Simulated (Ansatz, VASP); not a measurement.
# K8Na8Al6Si15O47 in two plane-wave programs, part 2 of 2

Aim: how closely do two programs agree when they are given the same cell, functional and k mesh? The structure shown is frame 83 of Ansatz's trajectory.

VASP 6.6.1 and Ansatz 0.2.0.

So far: The starting structure; Ansatz: dynamics, PBEsol.

### 3. VASP: single point, PBEsol

Level of this step: PBEsol; plane waves and PAW (Si, Al, Na_pv, K_sv, O) (VASP).

The same cell, functional, mesh and smearing now go to VASP, with its own data sets.

Lines of VASP's logs that name or quote its potential files are left out, and so is its time.

File INCAR:

```
SYSTEM = K8Na8Al6Si15O47
PREC = Accurate
ENCUT = 520
EDIFF = 1E-06
NELM = 120
ISMEAR = -1
SIGMA = 0.05
LREAL = Auto
ALGO = Normal
GGA = PS
NBANDS = 304
LORBIT = 11
LWAVE = .FALSE.
LCHARG = .FALSE.
ISIF = 2
LASPH = .TRUE.
GGA_COMPAT = .FALSE.
EFERMI = MIDGAP
NCORE = 2
```

File POSCAR:

```
K8Na8Al6Si15O47
1.0
   10.5339700000      0.0000000000      0.0000000000
    0.0000000000     10.5339700000      0.0000000000
    0.0000000000      0.0000000000     10.5339700000
Si Al Na K O
15 6 8 8 47
Direct
    0.7313671864      0.8579671292      0.5072066847
    0.6017389455      0.5118583022      0.3052695233
    0.1426622631      0.9226815721      0.8066474463
    0.1683600770      0.1413901881      0.5959481563
    0.3251575617      0.6941447526      0.7759182910
    0.9517779147      0.6095897368      0.1112780841
    0.2076520058      0.5589630500      0.0048604657
    0.3522603539      0.1235431656      0.3556873619
    0.3029342214      0.5758132974      0.2839954927
    0.7409647075      0.7705167188      0.2268185689
    0.0565788587      0.4932708181      0.3767810237
    0.7234689296      0.3144778274      0.4897203998
    0.8594955178      0.1876310641      0.8739724909
    0.8357248027      0.4418087388      0.7533911716
    0.5108140616      0.2547377674      0.1668601676
    0.0778054238      0.3321824535      0.8201751097
    0.8453792825      0.9373863795      0.7334271884
    0.5477991678      0.9227290376      0.7839019857
    0.9620969112      0.2009214000      0.3808060968
    0.6409549296      0.0164515373      0.0460130416
    0.5472200889      0.0924627657      0.5555835075
    0.1824193538      0.4585640551      0.6174310350
    0.6016724938      0.2252142355      0.8545496142
    0.9883899423      0.6992900113      0.6704594754
    0.7295540048      0.0449308285      0.3102818785
    0.5735444472      0.6065709319      0.6794684245
    0.4180949822      0.3941059259      0.4860275850
    0.7954076193      0.5764683211      0.5048903690
    0.8111946398      0.7491287710      0.8974679062
    0.1764861681      0.2191386533      0.1411528607
    0.3757083037      0.8177069044      0.4895685103
    0.6079189517      0.5219589575      0.0157993615
    0.8647072281      0.3096458410      0.1359411504
    0.3760975207      0.8607675928      0.1236570828
    0.0082874738      0.9355447187      0.0985763202
    0.3339101972      0.1431843835      0.8895316770
    0.0664706659      0.9137770470      0.4143831813
    0.3359132407      0.5815756073      0.6654755994
    0.6452268233      0.7346423048      0.5013304576
    0.5891036333      0.2518328797      0.5469258029
    0.4626745662      0.7727001311      0.7986732448
    0.8699474177      0.8449236138      0.5883062131
    0.0254984588      0.3461847717      0.3450266139
    0.8533629771      0.1119900664      0.7418475655
    0.1873937366      0.9800008924      0.9449618710
    0.0024207398      0.5767246347      0.5013779230
    0.5144404246      0.0037905937      0.9483603997
    0.6517201017      0.8825447576      0.1514054056
    0.6683994733      0.6420276496      0.2449408912
    0.3050132096      0.6309207260      0.9172040551
    0.1784512392      0.2645916022      0.6899013382
    0.0001357513      0.2230213300      0.9263364145
    0.7038751772      0.8847281699      0.8012079017
    0.9996487554      0.5699940288      0.2530005307
    0.6570742085      0.4434225653      0.4327048587
    0.8018439392      0.8288518004      0.3493934386
    0.4762591881      0.0413139586      0.4143262227
    0.2239896259      0.4970775501      0.3833122745
    0.4521087491      0.5493750220      0.3304831891
    0.4754237956      0.3010640813      0.0262958790
    0.8058690123      0.2252617010      0.4082791198
    0.0909153909      0.6613271160      0.0324663921
    0.0447884321      0.1419218016      0.5139752629
    0.4082886129      0.2585350063      0.2877262798
    0.2081551400      0.7873195006      0.7553847220
    0.7841203269      0.3314609781      0.8474108052
    0.2876503351      0.1787929907      0.4942011416
    0.8675551573      0.5112982095      0.0306721967
    0.5994226298      0.3919794721      0.2014814927
    0.5833223372      0.1170119148      0.1715877300
    0.9895699342      0.4652566886      0.7558214045
    0.9947341790      0.8894652254      0.7964708462
    0.9656283434      0.0966492215      0.2575762035
    0.6911449340      0.9930918732      0.5200888174
    0.4895115517      0.0296849146      0.6854395826
    0.2610981425      0.0391020669      0.2780243346
    0.2810906050      0.5062383888      0.1395295411
    0.8682671395      0.7439170607      0.1373366357
    0.8102453301      0.3602440485      0.6029920343
    0.7489389091      0.1217394771      0.9711153535
    0.7575966136      0.5786137610      0.7507141182
    0.1716351955      0.4180665029      0.9270389037
    0.1881816637      0.0092747559      0.6743041797
    0.2888369722      0.7228139059      0.2996306236
```

File KPOINTS:

```
Automatic mesh
0
Gamma
1 1 1
0 0 0
```

PAW data sets: Si, Al, Na_pv, K_sv and O (PBE family, release 64).

Command:

```bash
$ mpirun -np 8 vasp_gam
```

Numbers of over 12 decimals in the logs are rounded to 6 here.

What it wrote:

```text
[banner, memory and clock lines left out]
running    8 mpi-ranks, on    1 nodes
[...]
|                                                                             |
|               ----> ADVICE to this user running VASP <----                  |
|                                                                             |
|     You enforced a specific xc type in the INCAR file but a different       |
|     [... a line on the potential file left out ...]
|     I HOPE YOU KNOW WHAT YOU ARE DOING!                                     |
|                                                                             |

 LDA part: xc-table for (Slater+PW92), standard interpolation
 POSCAR, INCAR and KPOINTS ok, starting setup
[...]
entering main loop
       N       E                     dE             d eps       ncg     rms          rms(c)
DAV:   1     0.613248345130E+04    0.61325E+04   -0.26653E+05   608   0.173E+03
DAV:   2     0.220544115353E+03   -0.59119E+04   -0.56330E+04   688   0.474E+02
DAV:   3    -0.611129169078E+03   -0.83167E+03   -0.81672E+03   688   0.194E+02
DAV:   4    -0.662800683142E+03   -0.51672E+02   -0.51241E+02   784   0.515E+01
[...]
DAV:  18    -0.583803001514E+03   -0.28771E-05   -0.88412E-05   704   0.214E-02    0.156E-02
DAV:  19    -0.583802999544E+03    0.19701E-05   -0.14800E-05   680   0.107E-02    0.705E-03
DAV:  20    -0.583803000153E+03   -0.60919E-06   -0.97951E-06   664   0.718E-03
   1 F= -.58380300E+03 E0= -.58380300E+03  d E =-.784694E-11
```

OUTCAR, selected parts (step 3):

```text
  Total       10.0149874     -0.4010919      4.3650897      2.3645695    -17.1149265      8.3821830
  in kB       13.7272884     -0.5497664      5.9831174      3.2410552    -23.4589943     11.4892450
  external PRESSURE =       6.3868798 kB  Pullay stress =       0.0000000 kB

 POSITION                                       TOTAL-FORCE (eV/Angst)
 -----------------------------------------------------------------------------------
      7.70420      9.03780      5.34290         3.762357     -6.254712     -2.009961
      6.33870      5.39190      3.21570        -2.113231     -0.604367     -1.171947
      1.50280      9.71950      8.49720         1.892295      0.969229      0.571399
      1.77350      1.48940      6.27770         1.553768      1.332725     -0.362567
      3.42520      7.31210      8.17350         2.718478     -1.652525     -0.425867
     10.02600      6.42140      1.17220         0.772155      0.061642     -0.766003
      2.18740      5.88810      0.05120        -0.636017     -3.721520      0.217433
      3.71070      1.30140      3.74680         1.864725     -0.459395      2.670952
      3.19110      6.06560      2.99160         1.418853      1.268568     -2.116411
      7.80530      8.11660      2.38930         0.321361      3.400882     -2.123249
      0.59600      5.19610      3.96900         0.084443      1.754958      1.524545
      7.62100      3.31270      5.15870        -2.591808     -0.662042      2.900740
      9.05390      1.97650      9.20640        -2.362658     -0.647568      0.013714
      8.80350      4.65400      7.93620        -0.623015      1.630215     -2.940799
[...]
-----------------------------------------------------------------------------------
    total drift:                                0.014003      0.016307      0.027928

  FREE ENERGIE OF THE ION-ELECTRON SYSTEM (eV)
  ---------------------------------------------------
  free  energy   TOTEN  =      -583.8030001527 eV

  energy  without entropy=     -583.8030001527  energy(sigma->0) =     -583.80300015

[... 3 further parts left out ...]
[key lines of the parts left out:]
E-fermi :   3.4801
```

The run ends at a pressure of 0.64 GPa, with forces up to 7.6 eV/Å.

### 4. Comparison

Known differences besides the potentials themselves: the data sets hold 504 valence electrons in Ansatz (on its default PAW (the set named soft_2) files) and 488 in VASP; the cutoff is 420 eV in Ansatz and 520 eV in VASP (PREC = Accurate, projectors in real space); Ansatz makes its cores anew for this functional, VASP keeps those of its PBE data sets. Total energies have different zeros and are not compared.

Forces on 10 of the 84 atoms, those with the largest forces and the largest differences (eV/Å; atoms numbered as in POSCAR):

| atom | Ansatz x, y, z | VASP x, y, z |
| --- | --- | --- |
| Si1 | 3.649, -6.262, -1.964 | 3.762, -6.255, -2.010 |
| Si10 | 0.357, 3.394, -2.035 | 0.321, 3.401, -2.123 |
| Si12 | -2.511, -0.685, 2.913 | -2.592, -0.662, 2.901 |
| Al18 | -1.445, -1.341, 4.101 | -1.478, -1.399, 4.174 |
| O39 | -0.999, -0.142, 1.196 | -1.101, -0.277, 1.182 |
| O49 | -1.455, -3.645, 0.478 | -1.476, -3.701, 0.495 |
| O58 | -3.184, -1.777, 1.578 | -3.247, -1.840, 1.648 |
| O74 | -2.038, 5.077, 0.899 | -2.116, 5.219, 0.930 |
| O76 | -0.745, -0.520, -1.015 | -0.864, -0.630, -1.110 |
| O84 | -0.744, 0.441, -0.767 | -0.782, 0.607, -0.766 |

The forces differ by 48 meV/Å r.m.s., which is 3.6 % of the r.m.s. force of 1.346 eV/Å (both taken over all components).

### 5. What came out

```yaml
r_m_s_force_difference_single_point_pbesol: 3.6 % of the r.m.s. force
```

In words: The r.m.s. force difference is 3.6 % of the r.m.s. force (single point, PBEsol), beyond the 3 % picked in this series as the mark of a large difference. The data sets hold unlike numbers of valence electrons (504 in Ansatz and 488 in VASP), so part of the differences comes from the potentials. What causes the difference of the single point, PBEsol pair stays open here. 2 further runs of this series are not shown here. How closely two codes agree says nothing of how well the functional describes the real material.

[Lines on the potential files, build, host, timing and source positions are cut from VASP's logs without a mark.]

[Logs are printed without paths, hosts, clocks, repeated set-up lines and the standing remarks that a program may print on its own settings, such as how far it seeks lower states.]

[Hosts, paths, dates, database ids (printed as entryN), source tags and the programs' standing remarks are cut or masked in the printed files.]
